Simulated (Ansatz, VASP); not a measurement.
## Cross-check of HfGe between VASP and Ansatz

Wanted: the spread between two codes on one cell, functional and k mesh. The cell is generated by rule, not measured, and may not be a known phase. The cell is taken from a series of runs on this material, whose earlier steps may have relaxed, scaled, displaced or heated it; both programs get it as it stands.

Method: plane waves, with VASP 6.6.1 beside it; single point at PBEsol, in Ansatz 0.2.0.

The structure was built from a prototype and need not be the compound's stable phase.

## 1. The starting structure

It takes space group P6_3/mmc (No. 194, hexagonal). The conventional cell has a = 3.718 Å, b = 3.718 Å, c = 5.948 Å, α = 90.00°, β = 90.00°, γ = 120.00°. Nearest to Hf lie 6 Ge at 2.61 Å. Nearest to Ge lie 6 Hf at 2.61 Å. Farther neighbours are not listed.

## 2. VASP: single point, PBEsol

With cell and atoms fixed, the geometry can't cause a difference; cores, projectors, grids and the points listed under the comparison can.

Lines of VASP's logs that name or quote its potential files are left out, and so is its time.

Input file INCAR:

```
SYSTEM = HfGe
PREC = Accurate
ENCUT = 500
EDIFF = 1E-06
NELM = 120
ISMEAR = 0
SIGMA = 0.1
LREAL = .FALSE.
ALGO = Normal
GGA = PS
NBANDS = 30
LASPH = .TRUE.
LORBIT = 11
LWAVE = .FALSE.
LCHARG = .FALSE.
ISIF = 2
GGA_COMPAT = .FALSE.
```

Input file POSCAR:

```
HfGe
1.0
    3.7175400000      0.0000000000      0.0000000000
   -1.8587700000      3.2194900000      0.0000000000
    0.0000000000      0.0000000000      5.9480700000
Hf Ge
2 2
Direct
    0.0000000000      0.0000000000      1.0000000000
    0.0000000000      0.0000000000      0.5000000000
    0.3333333333      0.6666666667      0.2500000000
    0.6666666667      0.3333333333      0.7500000000
```

Input file KPOINTS:

```
Automatic mesh
0
Gamma
6 6 4
0 0 0
```

The projector-augmented-wave data sets are Hf_pv and Ge_d (PBE family, release 64).

Launch:

```bash
mpirun -np 1 vasp_std
```

Numbers of over 12 decimals in the logs are rounded to 6 here.

Log:

```text
[banner, memory and clock lines left out]
running    1 mpi-ranks, on    1 nodes
 distrk:  each k-point on    1 cores,    1 groups
 distr:  one band on    1 cores,    1 groups

 POSCAR found type information on POSCAR HfGe
 POSCAR found :  2 types and       4 ions
|                                                                             |
|               ----> ADVICE to this user running VASP <----                  |
|                                                                             |
|     You enforced a specific xc type in the INCAR file but a different       |
|     [... a line on the potential file left out ...]
|     I HOPE YOU KNOW WHAT YOU ARE DOING!                                     |
|                                                                             |

 LDA part: xc-table for (Slater+PW92), standard interpolation
 POSCAR, INCAR and KPOINTS ok, starting setup
 FFT: planning ... GRIDC
 FFT: planning ... GRID_SOFT
 FFT: planning ... GRID
 WAVECAR not read
 entering main loop
       N       E                     dE             d eps       ncg     rms          rms(c)
DAV:   1     0.408399134078E+03    0.40840E+03   -0.23652E+04  1586   0.358E+03
DAV:   2     0.296393170155E+02   -0.37876E+03   -0.36477E+03  1260   0.772E+02
DAV:   3    -0.306533904346E+02   -0.60293E+02   -0.57867E+02  1476   0.179E+02
DAV:   4    -0.334958792931E+02   -0.28425E+01   -0.28145E+01  1508   0.408E+01
DAV:   5    -0.335897263333E+02   -0.93847E-01   -0.93763E-01  1500   0.795E+00    0.833E+01
DAV:   6    -0.322893883579E+02    0.13003E+01   -0.23775E+00  1890   0.973E+00    0.509E+01
DAV:   7    -0.321141706605E+02    0.17522E+00   -0.17745E+00  1352   0.829E+00    0.401E+00
DAV:   8    -0.320569647702E+02    0.57206E-01   -0.34833E-01  1622   0.361E+00    0.615E-01
DAV:   9    -0.320571664940E+02   -0.20172E-03   -0.18292E-02  1700   0.140E+00    0.579E-01
DAV:  10    -0.320570527342E+02    0.11376E-03   -0.10345E-03  1726   0.323E-01    0.273E-01
DAV:  11    -0.320570484481E+02    0.42862E-05   -0.24100E-04  1804   0.165E-01    0.136E-01
DAV:  12    -0.320570409878E+02    0.74603E-05   -0.19697E-05  1678   0.300E-02    0.268E-02
DAV:  13    -0.320570407216E+02    0.26623E-06   -0.31055E-06  1172   0.128E-02
   1 F= -.32057041E+02 E0= -.32051209E+02  d E =-.116644E-01
```

From OUTCAR (step 2):

```text
ion  position               nearest neighbor table
   1  0.000  0.000  0.000-   3 2.61   4 2.61   4 2.61   3 2.61   4 2.61   3 2.61   2 2.97   2 2.97

  LATTYP: Found a hexagonal cell.
 ALAT       =     3.7175400000
 C/A-ratio  =     1.6000016140

 Subroutine GETGRP returns: Found 24 space group operations
 (whereof 12 operations were pure point group operations)

The static configuration has the point symmetry D_3d.
 The point group associated with its full space group is D_6h.

 Found     21 irreducible k-points:

   k-points           NKPTS =     21   k-points in BZ     NKDIM =     21   number of bands    NBANDS=     30

   dimension x,y,z NGX =    28 NGY =   28 NGZ =   48
   dimension x,y,z NGXF=    56 NGYF=   56 NGZF=   96

   ENCUT  =  500.0 eV  36.75 Ry    6.06 a.u.   6.78  6.78 10.84*2*pi/ulx,y,z

   NELECT =      48.0000    total number of electrons

 k-points in reciprocal lattice and weights: Automatic mesh
   0.00000000  0.00000000  0.00000000       0.007
   0.16666667  0.00000000  0.00000000       0.042
   0.33333333 -0.00000000  0.00000000       0.042
   0.50000000  0.00000000  0.00000000       0.021
   0.16666667  0.16666667  0.00000000       0.042
   0.33333333  0.16666667  0.00000000       0.083
   0.33333333  0.33333333  0.00000000       0.014
   0.00000000  0.00000000  0.25000000       0.014
   0.16666667  0.00000000  0.25000000       0.083
[...]
0.33333333  0.16666667  0.50000000       0.083
   0.33333333  0.33333333  0.50000000       0.014

 average (electrostatic) potential at core
       1 -35.2337       2 -35.2337       3 -71.5498       4 -71.5498

 E-fermi :   6.0437

 k-point     1 :       0.0000    0.0000    0.0000
  band No.  band energies     occupation
    ...
     18      -1.2473      2.00000
     19       0.6297      2.00000
     20       3.9474      2.00000
     21       3.9474      2.00000
     22       4.8818      2.00000
     23       6.7943      0.00000
     24       6.7943      0.00000
     25       7.4230      0.00000
     26       7.4230      0.00000
     27       9.2254      0.00000
    ...

 k-point     2 :       0.1667    0.0000    0.0000
  band No.  band energies     occupation
    ...
     20       3.8369      2.00000
     21       4.1095      2.00000
     22       4.6928      2.00000
     23       5.7061      2.00000
     24       6.0642      0.77168
     25       6.2060      0.02169
     26       7.8924      0.00000
     27       9.0803      0.00000
     28       9.6449      0.00000
     29      10.0510      0.00000
    ...

 k-point     3 :       0.3333   -0.0000    0.0000
  band No.  band energies     occupation
    ...
     20       2.6056      2.00000
     21       4.0713      2.00000
     22       4.2111      2.00000
     23       4.9142      2.00000
     24       5.1759      2.00000
     25       6.2491      0.00367
     26       9.0558      0.00000
     27       9.1133      0.00000
     28       9.3523      0.00000
     29      10.0771      0.00000
    ...

  Total        7.3701066      7.3701337     16.3532897      0.0000000      0.0000000      0.0000000
  in kB      165.8691229    165.8697330    368.0416004      0.0000000      0.0000000      0.0000000
  external PRESSURE =     233.2601521 kB  Pullay stress =       0.0000000 kB

  energy-cutoff  :      500.00
  volume of cell :       71.19
      direct lattice vectors                 reciprocal lattice vectors
     3.717540000  0.000000000  0.000000000     0.268995088  0.155304101  0.000000000
    -1.858770000  3.219490000  0.000000000     0.000000000  0.310608202  0.000000000
     0.000000000  0.000000000  5.948070000     0.000000000  0.000000000  0.168121761

 POSITION                                       TOTAL-FORCE (eV/Angst)
 -----------------------------------------------------------------------------------
      0.00000      0.00000      0.00000         0.000000      0.000000      0.000000
      0.00000      0.00000      2.97404         0.000000      0.000000      0.000000
     -0.00000      2.14633      1.48702        -0.000000      0.000000     -0.000000
      1.85877      1.07316      4.46105         0.000000     -0.000000     -0.000000
 -----------------------------------------------------------------------------------
    total drift:                                0.000000     -0.000000      0.000000

  FREE ENERGIE OF THE ION-ELECTRON SYSTEM (eV)
  ---------------------------------------------------
  free  energy   TOTEN  =       -32.0570407216 eV

  energy  without entropy=      -32.0453763540  energy(sigma->0) =      -32.05120854

 total charge
# of ion       s       p       d       tot
------------------------------------------
    1        0.358   6.567   1.757   8.682
    2        0.358   6.567   1.757   8.682
    3        1.164   1.534  10.023  12.721
    4        1.164   1.534  10.023  12.721
--------------------------------------------------
tot          3.044  16.201  23.561  42.806

[... 3 further parts left out ...]
```

The run ends at a pressure of 23.33 GPa.

## 3. Ansatz: single point, PBEsol

Ansatz runs on its default PAW (the set named soft_2) files.

The same cell, functional, mesh and smearing now go to Ansatz, which takes its cutoff from its data sets.

Input file input.yaml:

```yaml
crystal:
  lattice:
    - [3.71754, 0.0, 0.0]
    - [-1.85877, 3.21949, 0.0]
    - [0.0, 0.0, 5.94807]
  atoms:
    - { symbol: Hf, position: [0.0, 0.0, 0.0] }
    - { symbol: Hf, position: [0.0, 0.0, 0.5] }
    - { symbol: Ge, position: [0.333333, 0.666667, 0.25] }
    - { symbol: Ge, position: [0.666667, 0.333333, 0.75] }
kpoints:
  mp_grid: { grid: [6, 6, 4] }
hamiltonian:
  xc: pbesol
scf:
  occupations: { method: gaussian, width: 0.1 }
output:
  forces: true
  stress: true
  eigenvalues: true
```

Launch:

```bash
ansatz run input.yaml --threads 4 --pin off --max-ram 7168MiB --backend cpu --events-out ev --progress --plain --runs-dir out
```

Log:

```text
Warning: the atoms were moved onto the symmetric positions of the space group found under crystal.symmetry.tolerance 1.0e-5 (fractional; no operation is sought that the atoms, as they stand in a round, miss by more than twice it, and no atom is moved by as much as it), and the run uses the moved positions. Before a round's move an operation carried an atom to 3.72e-6 Å from where it should land, the largest such dist [...]
Engine: ansatz 0.2.0, aarch64-unknown-linux-gnu
Pseudopotentials: kind: paw
Pseudopotential: Hf, paw, valence charge 26, recommended cutoff 420 eV (normal), Hf.paw.azcp
Pseudopotential: Ge, paw, valence charge 14, recommended cutoff 420 eV (normal), Ge.paw.azcp
Functional definition: PBEsol
  exchange = pbesol_x
  correlation = pbesol_c
Crystal: 4 atoms, lattice volume = 71.190 Å³
Basis set: ecut = 420 eV, 1387 PW (Γ), exchange–correlation on 50×50×80 points (8 copies of the dense FFT grid, shifted against one another)
Bands: 48, of which v1, the nominal top of the filled ones, is band 40 counted from 1 (39 counted from 0)
Symmetry: 24 space group operations
Space group: P63/mmc (ITA 194), of the structure as read, at distance tolerance 4.1e-5 Å
k-points: 21 of 144
Non-local potential: Hf, projectors of the file, l = 0: 3, l = 1: 2, l = 2: 2, l = 3: 3
Non-local potential: Ge, projectors of the file, l = 0: 2, l = 1: 2, l = 2: 3, l = 3: 1
PAW form: soft (Blöchl's): semilocal exchange-correlation on the pseudo side does not see the compensation charge
PAW frozen core: Hf, regenerated for the run's functional, and the local potential with it (the file was generated under x = pbe(κ = 0.804, μ = 0.219515), c = pbe(β = 0.066725))
PAW frozen core: Ge, regenerated for the run's functional, and the local potential with it (the file was generated under x = pbe(κ = 0.804, μ = 0.219515), c = pbe(β = 0.066725))
PAW one-centre angular grid: Hf, 590 points (default); XC on 64 Gauss nodes
PAW one-centre angular grid: Ge, 590 points (default); XC on 64 Gauss nodes
Initial density: superposition of atomic densities (neutral atoms: chi_scale 0, normalization atom), corrected by the library's trained network
Initial wavefunctions: pseudopotential atomic-orbital guess
Functional: x = pbesol(κ = 0.804, μ = 0.123457), c = pbesol(β = 0.046)
SCF iter   1: F=—  HF=-39704.199287 eV  |F-HF|=—  |Δ(HF+E_count)|=         —  Δρ=3.61e-3  dr2=7.24e-3  ethr=1.77e-3  ⟨swp⟩=5.6  Hψ=3073  notcnv=0  defer=2
preconditioner: auto → Kerker (q_TF=auto, 2.782 Å⁻¹)  [metal: Δε(μ)=0.035 eV  Ē_g=19.485 eV  σ=0.100 eV  W_gap=0.19  n_scr=22 (ndim 8)  ℏωp=38.4 eV  f_vac=0.000  D(μ)=2.30/eV (n_scr^D=22)]
SCF iter   2: F=—  HF=-39704.197580 eV  |F-HF|=—  |Δ(HF+E_count)|=   1.71e-3  Δρ=1.96e-3  dr2=2.32e-3  ethr=9.05e-6  ⟨swp⟩=2.0  Hψ=1865  notcnv=0  defer=4
SCF iter   3: F=—  HF=-39704.196984 eV  |F-HF|=—  |Δ(HF+E_count)|=   5.96e-4  Δρ=7.13e-4  dr2=4.01e-4  ethr=2.90e-6  ⟨swp⟩=2.0  Hψ=1417  notcnv=0  defer=4
SCF iter   4: F=—  HF=-39704.196823 eV  |F-HF|=—  |Δ(HF+E_count)|=   1.62e-4  Δρ=2.54e-4  dr2=5.95e-5  ethr=5.02e-7  ⟨swp⟩=2.0  Hψ=1796  notcnv=0  defer=4
SCF iter   5: F=—  HF=-39704.196831 eV  |F-HF|=—  |Δ(HF+E_count)|=   8.63e-6  Δρ=1.19e-4  dr2=1.27e-5  ethr=7.43e-8  ⟨swp⟩=2.0  Hψ=1628  notcnv=0  defer=4
SCF iter   6: F=—  HF=-39704.196824 eV  |F-HF|=—  |Δ(HF+E_count)|=   7.08e-6  Δρ=3.11e-5  dr2=7.38e-7  ethr=1.59e-8  ⟨swp⟩=2.0  Hψ=1665  notcnv=0  defer=4
SCF iter   7: F=—  HF=-39704.196825 eV  |F-HF|=—  |Δ(HF+E_count)|=   6.33e-7  Δρ=1.24e-5  dr2=1.01e-7  ethr=9.23e-10  ⟨swp⟩=2.0  Hψ=1796  notcnv=0  defer=4
SCF iter   8: F=-39704.196825 eV  HF=-39704.196825 eV  |F-HF|=1.71e-9  |Δ(HF+E_count)|=   5.03e-8  Δρ=2.77e-6  dr2=5.90e-9  ethr=1.25e-10  ⟨swp⟩=8.2  Hψ=4206  notcnv=0
SCF 1 converged in 8 iterations: F = -39704.196825 eV  dr2 = 5.90e-9
  greatest PAW one-centre occupation: 0.998 electrons in one spin orbital (limit 2), on the Ge atom at site 3 (counted from 0), in its partial waves of l = 2
SCF converged after 8 iterations
Free energy (F): -39704.196825 eV
Harris-Foulkes:  -39704.196825 eV  (|F-HF|=1.71e-9)
Internal energy: -39704.185144 eV  (E = F + TS)
E sigma→0 (E₀):  -39704.190984 eV
Entropy (-TS):   -0.011681 eV (-2.920 meV/atom)
Fermi energy:    17.737022 eV
--- Per-component energies (eV) ---
  E_band       = -26.754183
  E_kinetic    = 1090.286831
  E_local      = -14496.715510  (includes V_loc(G=0)·N_el)
  E_nonlocal   = -1634.540431
  E_hartree    = 6739.377173
  E_xc         = -754.171760
  E_vxc        = -672.916034  (∫ρ·V_xc dr)
  E_paw        = -17574.278811  (= ΣΔE_a)
  E_vpaw       = 2208.374632  (= ΣTr[D̂ρ^β])
  E_aug_tail   = 0.000443  (compensation charges beyond the density's cutoff)
  E_ewald      = -13078.481133
  E_core_change = 4.338056  (= ΣΔE_core)
  E_smearing   = -0.011681  (= −TS)
  E_closure    = -0.000000  (closes the sum)
  Σ components = -39704.196825   (vs F -39704.196825, Δ=0.00e0)
--- Forces (eV/Å), atoms counted from 1 ---
  atom   1  Hf     0.00000000     0.00000000     0.00000000
  atom   2  Hf    -0.00000000    -0.00000000     0.00000000
  atom   3  Ge     0.00000000    -0.00000000     0.00000000
  atom   4  Ge     0.00000000     0.00000000     0.00000000
  max |Σ_I F_I| component: 1.85e-17 eV/Å
--- Stress (GPa, compression-positive) ---
       16.697420       0.000000       0.000000
        0.000000      16.697420       0.000000
        0.000000       0.000000      37.047444
  P = ⅓ Tr σ = 23.4808 GPa (234.808 kbar)
--- Band table (eV; the first three rows and the last of 21) ---
  k-point 0: bands = [... 36 lower, 15.6270, 16.5552, 18.4655, 18.4655, 19.0954, 19.0954, 20.9551, 20.9551, ... 4 higher]
  k-point 1: bands = [... 36 lower, 15.9296, 16.6480, 18.0841, 18.0841, 18.7749, 18.7749, 20.3762, 20.8165, ... 4 higher]
  k-point 2: bands = [... 36 lower, 16.7956, 16.7956, 16.7956, 16.7956, 19.6560, 19.6560, 19.6560, 19.6560, ... 4 higher]
  k-point 20: bands = [... 36 lower, 15.1833, 15.1833, 16.2864, 16.2864, 19.2863, 19.2863, 20.4243, 20.4243, ... 4 higher]
```

Reading the cycles: dr2 is the Hartree energy of the density residual (eV), the measure of convergence; HF is the Harris–Foulkes estimate of the energy, which meets the free energy F at convergence.

The run ends at a pressure of 23.48 GPa.

## 4. Comparison

Known differences besides the potentials themselves: the data sets hold 80 valence electrons in Ansatz (on its default PAW (the set named soft_2) files) and 48 in VASP; the cutoff is 420 eV in Ansatz and 500 eV in VASP; Ansatz makes its cores anew for this functional, VASP keeps those of its PBE data sets. Total energies have different zeros and are not compared.

The two programs side by side:

```csv
quantity,Ansatz,VASP,difference
pressure (GPa),23.48,23.33,+0.15
```

## 5. Summary of results

* difference in pressure (single point, PBEsol): 0.15 GPa

In words: The difference in pressure is 0.15 GPa (single point, PBEsol), within the 1 GPa picked in this series as the mark of a large difference. The data sets hold unlike numbers of valence electrons (80 in Ansatz and 48 in VASP), so part of the differences comes from the potentials. Such differences can come from data sets, numerical settings and the points named under the comparisons, not from the functional's error against experiment.

[Lines on the potential files, build, host, timing and source positions are cut from VASP's logs without a mark.]

[Logs are printed without paths, hosts, clocks, repeated set-up lines and the standing remarks that a program may print on its own settings, such as how far it seeks lower states.]

[Hosts, paths, dates, database ids (printed as entryN), source tags and the programs' standing remarks are cut or masked in the printed files.]
